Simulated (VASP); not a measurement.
The system is Hf3SnS4.

```xyz
8
Lattice="3.5659 0.0000 0.0000 -1.7829 3.0882 0.0000 0.0000 0.0000 17.1670" Properties=species:S:1:pos:R:3 pbc="T T T"
Hf    1.7829    1.0294    0.0070
Hf    0.0000    2.0588    6.3060
Hf    0.0000    2.0588   10.8520
Sn    0.0000    0.0000    8.5790
S     0.0000    0.0000   15.6940
S     0.0000    2.0588    1.4870
S     1.7829    1.0294    4.8940
S     1.7829    1.0294   12.2660
```

The cell was built by a generator and needn't be a form met in nature.

```yaml
Program: VASP 6.6.1
Task: relaxation of cell and atoms
Functional: PBE
Potentials_or_basis: VASP PAW PBE potentials, release 64 (Hf_pv, Sn_d, S)
Cutoff: 520 eV
k_mesh: 10 × 10 × 2
Occupations: gaussian, width 0.1 eV
Spin: no spin polarisation
```

At the start: pressure 0.5 GPa; volume 23.63 Å³/atom.

Task: How do energy, volume and symmetry change on relaxing?

Result: Over 32 steps the energy falls by 5.3 meV/atom and the volume is 24.69 Å³/atom (+4.5 %); space group P3m1 (No. 156, to 0.05 Å).

The path:
| step | energy change (eV) | largest force (eV/Å) | pressure (GPa) | volume (Å³) |
| --- | --- | --- | --- | --- |
| 1 | 0.0000 | 0.1773 | 0.46 | 189.04 |
| 2 | -0.0183 | 0.2128 | -0.44 | 190.89 |
| 3 | -0.0199 | 0.2588 | -0.78 | 191.59 |
| 4 | -0.0292 | 0.1251 | -0.14 | 190.64 |
| 5 | -0.0294 | 0.1117 | -0.03 | 190.48 |
| 6 | -0.0306 | 0.0697 | 0.03 | 190.38 |
| 7 | -0.0311 | 0.1252 | 0.17 | 190.11 |
| 8 | -0.0314 | 0.0898 | 0.11 | 190.21 |
| 9 | -0.0320 | 0.0526 | -0.06 | 190.52 |
| 10 | -0.0321 | 0.0646 | -0.13 | 190.64 |
| 11 | -0.0326 | 0.0663 | -0.06 | 190.58 |
| 12 | -0.0331 | 0.0689 | 0.04 | 190.48 |
| 13 | -0.0327 | 0.0802 | 0.26 | 190.28 |
| 14 | -0.0331 | 0.0699 | 0.10 | 190.42 |
| 15 | -0.0338 | 0.0514 | 0.11 | 190.65 |
| 16 | -0.0353 | 0.0673 | 0.12 | 191.33 |
| 17 | -0.0359 | 0.2356 | 0.15 | 192.70 |
| 18 | -0.0362 | 0.2320 | 0.15 | 192.83 |
| 19 | -0.0368 | 0.2207 | 0.10 | 193.25 |
| 20 | -0.0378 | 0.1983 | 0.01 | 194.08 |
| 21 | -0.0390 | 0.1539 | -0.16 | 195.74 |
| 22 | -0.0384 | 0.0697 | -0.46 | 199.08 |
| 23 | -0.0393 | 0.1214 | -0.27 | 196.96 |
| 24 | -0.0405 | 0.0521 | -0.11 | 196.98 |
| 25 | -0.0410 | 0.0493 | 0.03 | 196.99 |
| 26 | -0.0410 | 0.0542 | 0.08 | 197.00 |
| 27 | -0.0415 | 0.0387 | 0.04 | 197.18 |
| 28 | -0.0418 | 0.0675 | -0.09 | 197.62 |
| 29 | -0.0419 | 0.0600 | -0.07 | 197.51 |
| 30 | -0.0420 | 0.0182 | 0.01 | 197.43 |
| 31 | -0.0420 | 0.0126 | 0.03 | 197.41 |
| 32 | -0.0420 | 0.0073 | 0.01 | 197.48 |

Final structure:
```
Hf Sn S
1.0
     3.61050    0.00000    0.00000
    -1.80525    3.12678    0.00000
     0.00000    0.00000   17.49286
Hf Sn S
3 1 4
Direct
  0.66667 0.33333 0.00071
  0.33333 0.66667 0.37356
  0.33333 0.66667 0.62562
  0.00000 0.00000 0.49960
  0.00000 0.00000 0.91710
  0.33333 0.66667 0.08424
  0.66667 0.33333 0.29457
  0.66667 0.33333 0.70463
```

Caveat: this functional lacks dispersion, which binds the layers, so the pressure and a relaxed spacing across them are unreliable.
